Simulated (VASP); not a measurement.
# Ba2IrO6F (Fm-3m) in VASP: single point with r2SCAN

Aim: the single point of Ba2IrO6F with r2SCAN.

Everything below comes from runs of VASP 6.6.1. Logs are shortened: lines on timing, memory, paths and dates and some standing lists are left out, and cuts for length are marked.

## 1. The crystal as given

Symmetry: Fm-3m, No. 225, cubic system. Conventional cell: a = 7.936 Å, b = 7.936 Å, c = 7.936 Å, α = 90.00°, β = 90.00°, γ = 90.00°. F (site symmetry m-3m) is surrounded by 6 O at 1.83 Å. Around Ir (site symmetry m-3m) lie 6 O at 2.14 Å. Around Ba (site symmetry -43m) lie 12 O at 2.81 Å. O (site symmetry 4mm) is surrounded by 1 F at 1.83 Å.

The cell was built by a generator and needn't be a form met in nature.

## 2. Single point, r2SCAN

The input, POSCAR:

```
Ba2IrO6F
1.0
    0.0000000000      3.9680948800      3.9680948800
    3.9680948800      0.0000000000      3.9680948800
    3.9680948800      3.9680948800      0.0000000000
F Ir Ba O
1 1 2 6
Direct
    0.0000000000      0.0000000000      0.0000000000
    0.5000000000      0.5000000000      0.5000000000
    0.2500000000      0.2500000000      0.2500000000
    0.7500000000      0.7500000000      0.7500000000
    0.7700000000      0.2300000000      0.2300000000
    0.2300000000      0.7700000000      0.2300000000
    0.2300000000      0.7700000000      0.7700000000
    0.7700000000      0.2300000000      0.7700000000
    0.2300000000      0.2300000000      0.7700000000
    0.7700000000      0.7700000000      0.2300000000
```

The input, INCAR.step1:

```
ALGO = Normal ; EDIFF = 1E-4
ENCUT = 520 ; GGA = PE
ISMEAR = -1 ; LASPH = True
LCHARG = False ; LREAL = False
LWAVE = True ; NBANDS = 47
NELM = 100 ; PREC = Accurate
SIGMA = 0.1
```

The input, INCAR.step2:

```
ALGO = Normal ; EDIFF = 1E-6
ENCUT = 520 ; ISIF = 2
ISMEAR = -1 ; ISTART = 1
LASPH = True ; LCHARG = False
LMIXTAU = True ; LREAL = False
LWAVE = False ; METAGGA = R2SCAN
NBANDS = 47 ; NELM = 100
PREC = Accurate ; SIGMA = 0.1
```

The input, KPOINTS:

```
k-points
0
Gamma
  7 7 7
```

Potentials or basis: VASP PAW PBE potentials, release 64 (F, Ir, Ba_sv, O).

The run is started by

```
$ cat potpaw_PBE.64/F/POTCAR potpaw_PBE.64/Ir/POTCAR potpaw_PBE.64/Ba_sv/POTCAR potpaw_PBE.64/O/POTCAR > POTCAR
$ cp INCAR.step1 INCAR
$ mpirun -np 1 vasp_std > vasp.out
$ cp INCAR.step2 INCAR
$ mpirun -np 1 vasp_std > vasp.out
```

OUTCAR:

```text
EDIFF = 1E-6
   ENCUT = 520
   ISIF = 2
   ISMEAR = -1
   ISTART = 1
   LASPH = True
   LREAL = False
   METAGGA = R2SCAN
   NELM = 100
   PREC = Accurate

 ion  position               nearest neighbor table
   1  0.000  0.000  0.000-   5 1.83   6 1.83   7 1.83   8 1.83   9 1.83  10 1.83
   2  0.500  0.500  0.500-   5 2.14   6 2.14   7 2.14   8 2.14   9 2.14  10 2.14   3 3.44   3 3.44
                             3 3.44   4 3.44   3 3.44   4 3.44   4 3.44   4 3.44
   3  0.250  0.250  0.250-   5 2.81   8 2.81  10 2.81   6 2.81   7 2.81  10 2.81   7 2.81   8 2.81
                             9 2.81   5 2.81   6 2.81   9 2.81   2 3.44   2 3.44   2 3.44   2 3.44
   4  0.750  0.750  0.750-   7 2.81   8 2.81  10 2.81   5 2.81   6 2.81  10 2.81   5 2.81   8 2.81
                             9 2.81   6 2.81   7 2.81   9 2.81   2 3.44   2 3.44   2 3.44   2 3.44
   5  0.770  0.230  0.230-   1 1.83   2 2.14   4 2.81   4 2.81   3 2.81   3 2.81
   6  0.230  0.770  0.230-   1 1.83   2 2.14   4 2.81   4 2.81   3 2.81   3 2.81
   7  0.230  0.770  0.770-   1 1.83   2 2.14   4 2.81   4 2.81   3 2.81   3 2.81
   8  0.770  0.230  0.770-   1 1.83   2 2.14   4 2.81   4 2.81   3 2.81   3 2.81
   9  0.230  0.230  0.770-   1 1.83   2 2.14   4 2.81   4 2.81   3 2.81   3 2.81
  10  0.770  0.770  0.230-   1 1.83   2 2.14   4 2.81   4 2.81   3 2.81   3 2.81

  LATTYP: Found a face centered cubic cell.
 ALAT       =     7.9361897600

  Lattice vectors:

 A1 = (   0.0000000000,   3.9680948800,   3.9680948800)
 A2 = (   3.9680948800,   0.0000000000,   3.9680948800)
 A3 = (   3.9680948800,   3.9680948800,   0.0000000000)

Analysis of symmetry for initial positions (statically):
=====================================================================
 Subroutine PRICEL returns:
 Original cell was already a primitive cell.

 Routine SETGRP: Setting up the symmetry group for a
 face centered cubic supercell.

 Subroutine GETGRP returns: Found 48 space group operations
 (whereof 48 operations were pure point group operations)
 out of a pool of 48 trial point group operations.

The static configuration has the point symmetry O_h .

Analysis of symmetry for dynamics (positions and initial velocities):
=====================================================================
 Subroutine PRICEL returns:
 Original cell was already a primitive cell.

 Routine SETGRP: Setting up the symmetry group for a
 face centered cubic supercell.

 Subroutine GETGRP returns: Found 48 space group operations
[... 123 lines left out ...]
   TEBEG  =    0.0;   TEEND  =   0.0 temperature during run
   PSTRESS=    0.0 pullay stress
   NELECT =      72.0000    total number of electrons
   NUPDOWN=      -1.0000    fix difference up-down
   EMIN   =  10.00;   EMAX   =-10.00  energy-range for DOS
   EFERMI =   0.00;   METHOD = LEGACY
   ISMEAR =    -1;   SIGMA  =   0.10  broadening in eV -4-tet -1-fermi 0-gaus
   EFERMI_NEDOS =   21; number of points for ismear=-14 and -15
   IALGO  =     38    algorithm
   IMIX   =      4    mixing-type and parameters
     AMIX     =   0.40;   BMIX     =  1.00
     AMIX_MAG =   1.60;   BMIX_MAG =  1.00
  volume/ion in A,a.u.               =      12.50        84.33
  Fermi-wavevector in a.u.,A,eV,Ry     =   1.362261  2.574300 25.249075  1.855755
  Thomas-Fermi vector in A             =   2.488766
   LORBIT       =      0    0 simple, 1 ext, 2 COOP (PROOUT), +10 PAW based schemes
   METAGGA = R2SCAN    functional components
   LHFCALC =     F    Hartree Fock is set to
   AEXX    =    0.0000 exact exchange contribution
   IVDW    =     0    specifies the selected vdW correction
   LEPSILON=     F    determine dielectric tensor
   LRPA    =     F    only Hartree local field effects (RPA)
 non-spin polarized calculation
  energy-cutoff  :      520.00
  volume of cell :      124.96
 maximum number of plane-waves:      3394
 NGX is ok and might be reduce to    42
   NGX = 21   NGY = 21   NGZ = 21

 number of electron      72.0000008 magnetization

 Free energy of the ion-electron system (eV)
  ---------------------------------------------------
  ext. energy  EPLUGINS =         0.00000000
  ---------------------------------------------------
  free energy    TOTEN  =      -150.94928810 eV

  energy without entropy =     -150.67199480  energy(sigma->0) =     -150.81064145

 E-fermi :   2.8973     XC(G=0): -12.0070

 val. band max:        2.8530119705   @ k =  -0.4286   0.1429   0.0000
 cond. band min:       2.9108467709   @ k =  -0.2857   0.1429   0.0000
 fundamental gap:      0.0578348004
 Fermi energy:         2.8973295774

 k-point     1 :       0.0000    0.0000    0.0000
  band No.  band energies     occupation
      1     -23.2796      2.00000
      2     -22.5600      2.00000
      3     -22.5128      2.00000
      4     -15.1595      2.00000
      5     -15.1595      2.00000
      6     -15.1595      2.00000
[... 989 lines left out ...]
     46      11.8676      0.00000
     47      12.1711      0.00000

------------------------ aborting loop because EDIFF is reached ----------------------------------------

  FORCE on cell =-STRESS in cart. coord.  units (eV):
  Direction    XX          YY          ZZ          XY          YZ          ZX
  --------------------------------------------------------------------------------------
  -------------------------------------------------------------------------------------
  Total        6.1334601      6.1334601      6.1334601     -0.0000000     -0.0000000      0.0000000
  in kB       78.6393633     78.6393633     78.6393633     -0.0000000     -0.0000000      0.0000000
  external PRESSURE =      78.6393633 kB  Pullay stress =       0.0000000 kB

 VOLUME and BASIS-vectors are now :
 -----------------------------------------------------------------------------
  energy-cutoff  :      520.00
  volume of cell :      124.96
      direct lattice vectors                 reciprocal lattice vectors
     0.000000000  3.968094880  3.968094880    -0.126005052  0.126005052  0.126005052
     3.968094880  0.000000000  3.968094880     0.126005052 -0.126005052  0.126005052
     3.968094880  3.968094880  0.000000000     0.126005052  0.126005052 -0.126005052

 POSITION                                       TOTAL-FORCE (eV/Angst)
 -----------------------------------------------------------------------------------
      0.00000      0.00000      0.00000        -0.000000     -0.000000     -0.000000
      3.96809      3.96809      3.96809        -0.000000     -0.000000     -0.000000
      1.98405      1.98405      1.98405        -0.000000     -0.000000     -0.000000
      5.95214      5.95214      5.95214         0.000000     -0.000000     -0.000000
      1.82532      3.96809      3.96809         5.315526     -0.000000     -0.000000
      3.96809      1.82532      3.96809        -0.000000      5.315526     -0.000000
      6.11087      3.96809      3.96809        -5.315526     -0.000000     -0.000000
      3.96809      6.11087      3.96809        -0.000000     -5.315526     -0.000000
      3.96809      3.96809      1.82532        -0.000000     -0.000000      5.315526
      3.96809      3.96809      6.11087        -0.000000     -0.000000     -5.315526
 -----------------------------------------------------------------------------------
    total drift:                               -0.000000      0.000000      0.000000

  FREE ENERGIE OF THE ION-ELECTRON SYSTEM (eV)
  ---------------------------------------------------
  free  energy   TOTEN  =      -150.9492880997 eV

  energy  without entropy=     -150.6719947953  energy(sigma->0) =     -150.81064145
```

OUTCAR.step1:

```text
EDIFF = 1E-4
   ENCUT = 520
   GGA = PE
   ISMEAR = -1
   LASPH = True
   LREAL = False
[... 1248 lines left out ...]
      3.96809      6.11087      3.96809        -0.000000     -5.143473      0.000000
      3.96809      3.96809      1.82532        -0.000000     -0.000000      5.143473
      3.96809      3.96809      6.11087        -0.000000     -0.000000     -5.143473
 -----------------------------------------------------------------------------------
    total drift:                               -0.000000      0.000000      0.000000

  FREE ENERGIE OF THE ION-ELECTRON SYSTEM (eV)
  ---------------------------------------------------
  free  energy   TOTEN  =       -50.1620529292 eV

  energy  without entropy=      -49.8909319107  energy(sigma->0) =      -50.02649242
```

It took 7.8 min on 1 thread of Intel Xeon Platinum 8488C (Sapphire Rapids), shared host; peak memory 0.35 GiB.

Results:

* Free energy: -150.9493 eV
* Pressure: 7.9 GPa
* Largest force: 5.316 eV/Å
* Band gap on the k mesh: none (metal or under the smearing width)

Forces in eV/Å, atoms in the order of the input:
```
F    0.000  0.000  0.000
Ir   0.000  0.000  0.000
Ba   0.000  0.000  0.000
Ba   0.000  0.000  0.000
O    5.316  0.000  0.000
O    0.000  5.316  0.000
O   -5.316  0.000  0.000
O    0.000 -5.316  0.000
O    0.000  0.000  5.316
O    0.000  0.000 -5.316
```

Caveat: the PAW data sets were made with another functional, which shifts forces and pressure a little. The run has no spin-orbit coupling, so splittings on Ba, Ir are missing.
